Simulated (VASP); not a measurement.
ZnCd3Se3S, 8 atoms in the cell. Symmetry: P4/mmm, No. 123, tetragonal system. Conventional cell: a = 3.665 Å, b = 3.665 Å, c = 11.752 Å, α = 90.00°, β = 90.00°, γ = 90.00°. Zn (site symmetry 4/mmm) is surrounded by 4 S at 2.59 Å. Cd (site symmetry 4mm) is surrounded by 5 Se at 2.59 to 2.69 Å. Cd (site symmetry 4/mmm) has 6 Se at 2.59 to 2.72 Å as nearest neighbours. Se (site symmetry 4mm) is surrounded by 5 Cd at 2.59 to 2.72 Å. Around Se (site symmetry 4/mmm) lie 6 Cd at 2.59 to 2.69 Å. S (site symmetry 4/mmm) has 4 Zn at 2.59 Å as nearest neighbours. The cell was built by a generator and needn't be a form met in nature.

- Program: VASP 6.6.1
- Task: relaxation of cell and atoms
- Functional: PBE
- Potentials or basis: VASP PAW PBE potentials, release 64 (Zn, Cd, Se, S)
- Cutoff: 520 eV
- k mesh: 4 × 4 × 2
- Occupations: gaussian, width 0.15 eV
- Spin: no spin polarisation
- Further INCAR settings: PREC = Normal; ALGO = Fast; EDIFF = 0.0001; IBRION = 2; EDIFFG = -0.08; NSW = 24; ISIF = 3

Potentials or basis: VASP PAW PBE potentials, release 64 (Zn, Cd, Se, S).

Command:

```bash
$ cat potpaw_PBE.64/Zn/POTCAR potpaw_PBE.64/Cd/POTCAR potpaw_PBE.64/Se/POTCAR potpaw_PBE.64/S/POTCAR > POTCAR
$ mpirun -np 1 vasp_std > vasp.out
```

Hardware: 1 thread of AMD EPYC 7R13 Processor (Zen 3), with other jobs on the host.

Question: How long does it take, and how much memory?

Answer: Wall time 6.3 min on 1 thread of AMD EPYC 7R13 Processor (Zen 3), on a shared host, peak memory 0.2 GiB. Counts: scf iterations 105, k points 12, ion steps 15.
